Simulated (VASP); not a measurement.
NiMoIrPdW: relaxation of cell and atoms with RPBE

The system is NiMoIrPdW.

```
Ni Mo Pd Ir W
1.0
     2.76609    0.00000    0.00000
    -1.38305    2.39551    0.00000
     0.00000    0.00000   11.02278
Ni Mo Pd Ir W
1 1 1 1 1
Direct
  0.33333 0.66667 0.59711
  0.00000 0.00000 0.41074
  0.66667 0.33333 0.79520
  0.66667 0.33333 0.19961
  0.33333 0.66667 0.99734
```

The cell was built by a generator and needn't be a form met in nature.

* Program: VASP 6.6.1
* Task: relaxation of cell and atoms
* Functional: RPBE
* Potentials or basis: VASP PAW PBE potentials, release 64 (Ni, Mo_sv, Pd, Ir, W_sv)
* Cutoff: 600 eV
* k mesh: 11 × 11 × 3
* Occupations: fermi-dirac, width 0.05 eV
* Spin: collinear spin, ferromagnetic start
* Starting moments: [1.0, 1.0, 0.0, 0.6, 0.0] μB
* Further INCAR settings: ALGO = Normal; EDIFF = 1e-07; IBRION = 2; EDIFFG = -0.02; NSW = 60; ISIF = 3

The relaxed volume is 14.89 Å³/atom and the relaxed cell is a = 2.786 Å, b = 2.786 Å, c = 11.078 Å, α = 90.00°, β = 90.00°, γ = 120.00°. The space group after relaxing (to 0.05 Å) is P3m1 (No. 156), the energy gained by relaxing is 4.5 meV/atom and the ionic steps are 11. The pressure after relaxing is 0.1 GPa, the largest force after relaxing is 0.014 eV/Å and the band gap on the k mesh is none (metal or under the smearing width). The net moment is 0.00 μB per cell and the valence electrons inside the program's atomic spheres are Ni 9.13; Mo 12.42; Pd 9.53; Ir 8.35; W 12.02.

Forces on the atoms (eV/Å):
```
Ni   0.000  0.000 -0.009
Mo   0.000  0.000  0.008
Pd   0.000  0.000  0.014
Ir   0.000  0.000  0.001
W    0.000  0.000 -0.014
```

The path:
| step | energy change (eV) | largest force (eV/Å) | pressure (GPa) | volume (Å³) |
| --- | --- | --- | --- | --- |
| 1 | 0.0000 | 0.1691 | 4.57 | 73.04 |
| 2 | 0.0716 | 0.2582 | -9.06 | 77.53 |
| 3 | -0.0199 | 0.1779 | -0.15 | 74.43 |
| 4 | -0.0199 | 0.1776 | -0.09 | 74.40 |
| 5 | -0.0217 | 0.0642 | 0.03 | 74.40 |
| 6 | -0.0217 | 0.0602 | 0.08 | 74.40 |
| 7 | -0.0223 | 0.0400 | -0.08 | 74.48 |
| 8 | -0.0225 | 0.0274 | -0.29 | 74.57 |
| 9 | -0.0225 | 0.0290 | -0.26 | 74.55 |
| 10 | -0.0223 | 0.0175 | 0.54 | 74.32 |
| 11 | -0.0226 | 0.0140 | 0.06 | 74.47 |

Final structure:
```
Ni Mo Pd Ir W
1.0
     2.78602    0.00000    0.00000
    -1.39301    2.41277    0.00000
     0.00000    0.00000   11.07792
Ni Mo Pd Ir W
1 1 1 1 1
Direct
  0.33333 0.66667 0.59601
  0.00000 0.00000 0.40944
  0.66667 0.33333 0.79555
  0.66667 0.33333 0.20009
  0.33333 0.66667 0.99891
```

Levels at points of the mesh, in eV from the Fermi level:
Spin up:
```csv
k point,band 25,band 26,band 27,band 28,band 29,band 30,band 31,band 32,band 33,band 34
"(0.00, 0.00, 0.00)",-1.42,-1.42,-1.04,-1.04,-0.86,-0.31,-0.31,-0.18,0.38,0.38
```
Spin down:
```
           k point  band 26  band 27  band 28  band 29  band 30  band 31  band 32  band 33
(0.00, 0.00, 0.00)    -1.42    -1.04    -1.04    -0.86    -0.31    -0.31    -0.18     0.38
```

It took 28 min on 4 MPI ranks on Intel(R) Xeon(R) Platinum 8488C (Sapphire Rapids) (shared host), peak memory 0.72 GiB a rank.

Caveat: the PAW data sets were made with another functional, which shifts forces and pressure a little. Spin-orbit coupling is left out, which matters for the levels of Ir, W.
